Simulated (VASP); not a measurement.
```
V3ZrN4
1.0
    0.00000     2.10877     2.10877
    2.10877     0.00000     2.10877
    8.36692     8.36692     0.06818
Zr N V
1 4 3
Direct
  0.00000   0.00000   0.00000
  0.47101   0.47101   0.14674
  0.48888   0.48888   0.38334
  0.51112   0.51112   0.61666
  0.52899   0.52899   0.85326
  0.98329   0.98329   0.26253
  0.00000   0.00000   0.50000
  0.01671   0.01671   0.73747
```

Computed with PBEsol GGA, VASP's PBE PAW potentials (set 64) (plane waves; VASP). Settings: 520 eV cut-off, 14×14×4 Γ-centred mesh, tetrahedra with Blöchl corrections, potentials Zr_sv N V_sv.

What does the run give for the energy per atom (σ→0), band gap (on the k-mesh) with the smallest direct gap where there is one?

| Item | Result |
|---|---|
| band gap (on the k-mesh) | none (metal, semimetal or under 0.01 eV) |
| energy per atom (σ→0) | -10.331 eV/atom |

Total energies compare only between runs with the same potentials, cut-off and functional.

The structure was generated: V3ZrN4 was put into an ordered model structure (R-3m), which need not be its known phase. It was relaxed first. The run is not spin-polarised, so no magnetic state was tried. The electron count is odd and the run is not spin-polarised, which forces a metal.
